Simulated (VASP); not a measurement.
The system is Cl2BSeH, in a box.

```
CELL_PARAMETERS angstrom
12.00000 0.00000 0.00000
0.00000 13.00000 0.00000
0.00000 0.00000 13.00000
ATOMIC_POSITIONS crystal
Cl 0.53055 0.52310 0.61937
Cl 0.59657 0.36842 0.45730
B 0.52613 0.48058 0.49223
Se 0.44582 0.55238 0.38586
H 0.40560 0.63482 0.45353
```

Program: VASP 6.6.1. Alike in all runs: potentials or basis VASP PAW PBE potentials, release 64 (Cl, B, Se, H); no spin polarisation; cell as given; k mesh 1 × 1 × 1; cutoff (eV) 520; smearing gaussian 0.01 eV.

Problem. Order these runs on this cell by their band gap on the k mesh, lowest first.
A. level PBE+TS
B. level SCAN+D4
C. level PBE0+TS; grid for exact exchange (PRECFOCK) Fast; exchange at q = 0 default

Solution. A (4.32 eV), B (4.82 eV), C (6.32 eV).

